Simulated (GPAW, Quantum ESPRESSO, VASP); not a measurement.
One structure in several programs: In (I4/mmm, 1 atom in the cell)

Self-consistent single point.

```xyz
1
Lattice="-1.6250 1.6250 2.4750 1.6250 -1.6250 2.4750 1.6250 1.6250 -2.4750" Properties=species:S:1:pos:R:3 pbc="T T T"
In     0.0000     0.0000     0.0000
```

All programs got the same cell, k-point mesh and kind of occupations (in Quantum ESPRESSO's words: occupations = smearing; smearing = fermi-dirac; degauss = 0.0073499 Ry; K_POINTS = automatic 15 15 15 0 0 0); potentials, basis and cutoffs are each program's usual ones.

```csv
code,model,pressure (GPa),cutoff
Quantum ESPRESSO,"PBE, PSlibrary ultrasoft (PBE) pseudopotentials",0.39,50 Ry
GPAW,"PBE, GPAW PAW datasets PBE (gpaw-data 1.0.1)",1.66,600 eV
VASP,"PBE, VASP's PBE PAW potentials (set 64)",1.51,300 eV
```

The spread over the programs that give each value: pressure within 1.27 GPa.

The starting cell has typed, rounded lattice constants, without a prior relaxation at this level.

Q: Why do the programs differ, and what cannot be compared?

A: Differences of this kind can come from the potentials, where these differ, and from what each basis and cutoff leave unconverged. The zero of total energies and Fermi levels follows the potentials and each program's conventions, so they are not compared here. In the pressure, Quantum ESPRESSO (by 1.12) lies more than 1 GPa from the median of the plane-wave programs.

VASP's run is marked for a possible Pulay error in its stress at this cutoff; no cutoff test was made.

Left out of this page: Ansatz, ABINIT, Elk, FLEUR and SIESTA (not drawn, or without a comparable value).
